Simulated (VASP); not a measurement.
Consider the following.

```xyz
1
Lattice="0.0000 2.7555 2.7555 2.7555 0.0000 2.7555 2.7555 2.7555 0.0000" Properties=species:S:1:pos:R:3 pbc="T T T"
Ca     0.0000     0.0000     0.0000
```

Level of theory: PBE GGA with D4 dispersion, VASP's PBE PAW potentials (set 64) (plane waves; VASP). Numerical set-up: 520 eV cut-off, Gaussian smearing of 0.050 eV, potentials Ca_sv.

Problem. Give the energies of bands 5 to 8 at the high-symmetry points, in eV from the Fermi level.

Solution. 
```
band      Γ      X     U      L     W
----  -----  -----  ----  -----  ----
5     -4.04  -0.46  0.03  -0.98  0.20
6      2.35   0.58  0.41  -0.15  0.70
7      2.35   0.99  0.84   2.24  0.70
8      2.35   4.12  3.29   2.24  2.59
```

It has no gap at this level: it comes out as a metal or semimetal.

The compound is Ca in the fcc structure. It was relaxed first.
